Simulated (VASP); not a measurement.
Runs of VASP 6.6.1 on SGeH2. The cell holds a molecule in a box, 4 atoms: a = 11.000 Å, b = 12.000 Å, c = 11.000 Å, α = 90.00°, β = 90.00°, γ = 90.00°. 

| task | level | potentials or basis | cell | cutoff (eV) | grid for exact exchange (PRECFOCK) | screening parameter | gap on the mesh (eV) | largest force (eV/Å) |
| --- | --- | --- | --- | --- | --- | --- | --- | --- |
| single point | HSE06+D3(BJ) | VASP PAW PBE potentials, release 64 (S, Ge_d, H) | as given | 520 | Fast | 0.2 1/A | 3.84 | (b) |
| single point | BLYP+D4 | VASP PAW PBE potentials, release 64 (S_h, Ge_h, H_h) | as given | 900 | - | - | 2.77 | 0.67 |
| electron localisation function | PBE | VASP PAW PBE potentials, release 64 (S, Ge_d, H) | as given | 520 | - | - | 2.76 | 0.32 |
| single point | PBE+TS | VASP PAW PBE potentials, release 64 (S, Ge_d, H) | as given | 520 | - | - | 2.76 | 0.32 |
| relaxation of the atoms | r2SCAN | VASP PAW PBE potentials, release 64 (S, Ge_d, H) | atoms relaxed | 520 | - | - | (a) | 0.01 |

Alike in all rows: no spin polarisation; k mesh 1 × 1 × 1; smearing gaussian 0.01 eV.

Estimate the missing entries.

(a) 3.12; (b) 0.12.

Caveats: the PAW data sets were made with another functional, which shifts forces and pressure a little (some runs).

A k mesh can miss the band edges, and the runs leave out spin-orbit coupling on Ge.

Not every run made on this cell is shown here.
